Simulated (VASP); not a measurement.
Computed with r2SCAN meta-GGA, VASP's PBE PAW potentials (set 64) (plane waves; VASP). Each cell was relaxed at this level, without spin-orbit coupling.

Q: Which of these comes out without a gap?
A) SiO2, P3_221 (154)
B) TiB2, P6/mmm (191)
C) BaZrO3, Pm-3m (221)
D) RbBr, Fm-3m (225)

A: B, TiB2, P6/mmm (191). The others have gaps of 6.58 eV (SiO2, P3_221 (154)), 3.66 eV (BaZrO3, Pm-3m (221)), 4.89 eV (RbBr, Fm-3m (225)).
